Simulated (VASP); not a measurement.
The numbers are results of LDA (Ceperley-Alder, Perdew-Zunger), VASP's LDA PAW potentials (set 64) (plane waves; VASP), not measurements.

Input for VASP

POSCAR:
```
PbO
1.0
  3.9439202280   0.0000000000   0.0000000000
  0.0000000000   3.9439202280   0.0000000000
  0.0000000000   0.0000000000   4.8742425661
Pb O
2 2
Direct
  0.5000000000   0.0000000000   0.7650000000
  0.0000000000   0.5000000000   0.2350000000
  0.5000000000   0.5000000000   0.0000000000
  0.0000000000   0.0000000000   0.0000000000
```

### KPOINTS
```
kpoints
0
G
8 8 6
0 0 0
```

**INCAR**
```
SYSTEM  =  PbO
PREC  =  Normal; ENCUT  =  500; LREAL  =  .FALSE.
LASPH  =  .TRUE.
EDIFF  =  1E-5; NELM  =  100; NELMIN  =  4
ALGO  =  Fast; LMAXMIX  =  4
ISMEAR  =  0; SIGMA  =  0.05
IBRION  =  2; NSW  =  20; ISIF  =  2
EDIFFG  =  -0.03
LWAVE  =  .FALSE.; LCHARG  =  .FALSE.
```

POTCAR, in this order: Pb_d O (LDA.64 set). Program: vasp_std.

Output of the run:

**OSZICAR**
```
       N       E                     dE             d eps       ncg     rms          rms(c)
DAV:   1     0.445187683719E+03    0.44519E+03   -0.19880E+04  2880   0.195E+03
DAV:   2     0.285092378871E+02   -0.41668E+03   -0.40917E+03  3080   0.496E+02
DAV:   3    -0.269649323212E+02   -0.55474E+02   -0.54591E+02  3880   0.194E+02
DAV:   4    -0.286363556154E+02   -0.16714E+01   -0.16705E+01  3296   0.383E+01
DAV:   5    -0.286928275193E+02   -0.56472E-01   -0.56465E-01  4048   0.664E+00    0.119E+01
RMM:   6    -0.245628789656E+02    0.41299E+01   -0.20435E+01  3360   0.227E+01    0.447E+00
RMM:   7    -0.244173957419E+02    0.14548E+00   -0.19159E+00  2936   0.114E+01    0.219E+00
RMM:   8    -0.243818647332E+02    0.35531E-01   -0.59107E-01  3164   0.539E+00    0.776E-01
RMM:   9    -0.243784822396E+02    0.33825E-02   -0.16266E-01  3483   0.313E+00    0.330E-01
RMM:  10    -0.243800991312E+02   -0.16169E-02   -0.48057E-02  3299   0.130E+00    0.162E-01
RMM:  11    -0.243803108773E+02   -0.21175E-03   -0.79250E-03  3266   0.814E-01    0.104E-01
RMM:  12    -0.243800776522E+02    0.23323E-03   -0.31960E-03  3520   0.468E-01    0.183E-02
RMM:  13    -0.243801421057E+02   -0.64453E-04   -0.85833E-04  3278   0.175E-01    0.165E-02
RMM:  14    -0.243801454635E+02   -0.33578E-05   -0.10591E-04  2466   0.703E-02    0.124E-02
RMM:  15    -0.243801427487E+02    0.27148E-05   -0.42207E-05  2208   0.562E-02
   1 F= -.24380143E+02 E0= -.24380143E+02  d E =-.243801E+02
       N       E                     dE             d eps       ncg     rms          rms(c)
DAV:   1    -0.243598867154E+02    0.20259E-01   -0.13830E+01  3760   0.216E+01    0.414E-01
RMM:   2    -0.243843520509E+02   -0.24465E-01   -0.29314E-01  2903   0.650E+00    0.261E-01
RMM:   3    -0.244017004593E+02   -0.17348E-01   -0.18336E-01  4126   0.358E+00    0.139E-01
RMM:   4    -0.244028539647E+02   -0.11535E-02   -0.14671E-02  4046   0.900E-01    0.100E-01
RMM:   5    -0.244029507867E+02   -0.96822E-04   -0.17060E-03  3965   0.335E-01    0.577E-02
RMM:   6    -0.244029411448E+02    0.96418E-05   -0.25413E-04  3447   0.135E-01    0.994E-03
RMM:   7    -0.244029405736E+02    0.57125E-06   -0.50382E-05  2248   0.656E-02
   2 F= -.24402941E+02 E0= -.24402941E+02  d E =-.227978E-01
       N       E                     dE             d eps       ncg     rms          rms(c)
DAV:   1    -0.244031014062E+02   -0.16026E-03   -0.22483E-01  3776   0.265E+00    0.335E-02
RMM:   2    -0.244032963148E+02   -0.19491E-03   -0.23477E-03  2923   0.605E-01    0.197E-02
RMM:   3    -0.244034135038E+02   -0.11719E-03   -0.12611E-03  3682   0.326E-01    0.114E-02
RMM:   4    -0.244034216030E+02   -0.80992E-05   -0.11026E-04  2670   0.951E-02    0.749E-03
RMM:   5    -0.244034227026E+02   -0.10996E-05   -0.21751E-05  1708   0.489E-02
   3 F= -.24403423E+02 E0= -.24403423E+02  d E =-.232800E-01
```

OUTCAR:
```
------------------------ aborting loop because EDIFF is reached ----------------------------------------
  FORCE on cell =-STRESS in cart. coord.  units (eV):
  Direction    XX          YY          ZZ          XY          YZ          ZX
  --------------------------------------------------------------------------------------
  Total        0.0806794      0.0806794      0.0532928      0.0000000      0.0000000      0.0000000
  in kB        1.7049435      1.7049435      1.1262013      0.0000000      0.0000000      0.0000000
  external PRESSURE =       1.5120294 kB  Pullay stress =       0.0000000 kB
  volume of cell :       75.82
      direct lattice vectors                 reciprocal lattice vectors
     3.943920228  0.000000000  0.000000000     0.253554824  0.000000000  0.000000000
     0.000000000  3.943920228  0.000000000     0.000000000  0.253554824  0.000000000
     0.000000000  0.000000000  4.874242566     0.000000000  0.000000000  0.205160081
 POSITION                                       TOTAL-FORCE (eV/Angst)
 -----------------------------------------------------------------------------------
      1.97196      0.00000      3.69390        -0.000000      0.000000     -0.013668
      0.00000      1.97196      1.18034         0.000000      0.000000      0.013668
      1.97196      1.97196      0.00000         0.000000      0.000000      0.000000
      0.00000      0.00000      0.00000        -0.000000     -0.000000      0.000000
 -----------------------------------------------------------------------------------
    total drift:                                0.000000     -0.000000     -0.000000
  FREE ENERGIE OF THE ION-ELECTRON SYSTEM (eV)
  ---------------------------------------------------
  free  energy   TOTEN  =       -24.4034227026 eV

  energy  without entropy=      -24.4034227026  energy(sigma->0) =      -24.40342270

 reached required accuracy - stopping structural energy minimisation
```
(Selected blocks of OUTCAR.)

CONTCAR:
```
PbO
   1.00000000000000
     3.9439202280000001    0.0000000000000000    0.0000000000000000
     0.0000000000000000    3.9439202280000001    0.0000000000000000
     0.0000000000000000    0.0000000000000000    4.8742425661000004
  Pb              O
     2     2
Direct
     0.5000000000000000    0.0000000000000000    0.7578404851407132
     0.0000000000000000    0.5000000000000000    0.2421595148592868
     0.5000000000000000    0.5000000000000000    0.0000000000000000
     0.0000000000000000    0.0000000000000000    0.0000000000000000
```

The compound is PbO in the litharge structure. This run relaxes the ions in a fixed cell. Symmetry was kept, so distortions that lower it aren't found.
